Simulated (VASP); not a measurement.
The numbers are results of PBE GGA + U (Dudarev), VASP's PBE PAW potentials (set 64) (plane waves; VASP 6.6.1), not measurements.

Input for VASP

**KPOINTS**
```
Regular mesh
0
Gamma
 5 5 5
0 0 0
```

INCAR:
```
SYSTEM = Te2Mo
PREC = Accurate
ENCUT = 400
EDIFF = 1E-6
NELM = 100
ALGO = Normal
LREAL = .FALSE.
LASPH = .TRUE.
ISMEAR = 0
SIGMA = 0.05
GGA = PE
LMAXMIX = 4
LWAVE = .FALSE.
LCHARG = .FALSE.
ISIF = 2
LDAU = .TRUE.
LDAUTYPE = 2
LDAUL = 2 -1
LDAUU = 1.0 0
LDAUJ = 0 0
LDAUPRINT = 1
LORBIT = 10
```

**POSCAR**
```
Te2Mo
1
    0.0000000000     3.3536250000     3.3536250000
    3.3536250000     0.0000000000     3.3536250000
    3.3536250000     3.3536250000     0.0000000000
Mo Te
1 2
Direct
  0.0000000000   0.0000000000   0.0000000000
  0.2500000000   0.2500000000   0.2500000000
  0.7500000000   0.7500000000   0.7500000000
```

POTCAR, in this order: Mo_sv Te (PBE.64 set). Program: vasp_std.

Unless said otherwise, spin-orbit coupling is left out, though it shifts the bands of the heavy elements here.

Task: Estimate the energy per atom (σ→0), pressure, band gap (on the k-mesh).

Result: 
| Quantity | Value |
|---|---|
| energy per atom (σ→0) | -5.095 eV/atom |
| band gap (on the k-mesh) | none (metal, semimetal or under 0.01 eV) |
| pressure | -2.46 GPa |

**OSZICAR**
```
...
DAV:   8    -0.152860818555E+02    0.21439E-01   -0.13654E-01   380   0.279E+00    0.818E-01
DAV:   9    -0.152869765849E+02   -0.89473E-03   -0.39574E-03   475   0.385E-01    0.537E-01
DAV:  10    -0.152875243708E+02   -0.54779E-03   -0.19618E-03   368   0.347E-01    0.941E-02
DAV:  11    -0.152875080823E+02    0.16288E-04   -0.12834E-04   426   0.800E-02    0.443E-02
DAV:  12    -0.152875324639E+02   -0.24382E-04   -0.45880E-05   408   0.471E-02    0.111E-02
DAV:  13    -0.152875345319E+02   -0.20680E-05   -0.41378E-06   352   0.115E-02    0.366E-03
DAV:  14    -0.152875353549E+02   -0.82300E-06   -0.89859E-07   319   0.463E-03
   1 F= -.15287535E+02 E0= -.15283766E+02  d E =-.753939E-02
```

The structure was generated: Te2Mo was put into the fluorite type (Fm-3m), which need not be its known phase. The cell was not relaxed at this level. The k-mesh is coarse (spacing up to 0.32 per Å, 2π included), so the numbers may not be converged in it. The run is one of a series of settings (LDAU = .TRUE., LDAUJ = 0 0, LDAUL = 2 -1, LDAUTYPE = 2, LDAUU = 1.0 0 against the base run), some of them coarse on purpose.
